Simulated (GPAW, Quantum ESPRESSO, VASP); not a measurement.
## Code comparison for I (Cmce, 4 atoms in the cell)

Self-consistent single point, at a second geometry (lattice scaled by 0.98). First geometry:

```xyz
4
Lattice="2.3950 -3.6350 0.0000 2.3950 3.6350 0.0000 0.0000 0.0000 9.7900" Properties=species:S:1:pos:R:3 pbc="T T T"
I      4.0523     0.0000     8.6446
I      3.1327     0.0000     3.7496
I      1.6573     0.0000     6.0404
I      0.7377     0.0000     1.1454
```

Shared settings, as Quantum ESPRESSO writes them: occupations = smearing; smearing = fermi-dirac; degauss = 0.00147 Ry; K_POINTS = automatic 3 3 2 0 0 0. Potentials and cutoffs stand in the table.

| code | model | ΔF from the first geometry (meV/atom) | pressure (GPa) | largest force (eV/Å) | gap on the mesh (eV) | cutoff |
|---|---|---|---|---|---|---|
| Quantum ESPRESSO | PBE, PseudoDojo standard norm-conserving (PBE) pseudopotentials | 27.6 | 2.70 | 0.932 | 1.388 | 70 Ry |
| VASP | PBE, VASP's PBE PAW potentials (set 64) | 29.2 | 2.81 | 0.967 | 1.418 | 300 eV |
| GPAW | PBE, GPAW PAW datasets PBE (gpaw-data 1.0.1) | 33.3 | 3.12 | 1.123 | 1.398 | 600 eV |

Gaps are read on the mesh.

On Quantum ESPRESSO's run: spin-orbit coupling is off.

The spread over the programs that give each value: ΔF from the first geometry within 5.7 meV/atom; pressure within 0.42 GPa; largest force within 0.191 eV/Å; gap on the mesh within 0.030 eV.

In the force vectors, GPAW (by 0.156) lies more than 0.08 eV/Å from the median of the plane-wave programs.

The shared mesh is coarse (it stands for a supercell whose shortest vector is 13 Å), so the values are not converged in it.

VASP's run is marked for a possible Pulay error in its stress at this cutoff; no cutoff test was made.

The starting cell has typed, rounded lattice constants, without a prior relaxation at this level. For this run, on top of that: lattice scaled by 0.98.

Left out of this page: Ansatz, CP2K, Elk, FLEUR and SIESTA (not drawn, or without a comparable value); ABINIT (with a known weakness of the program).
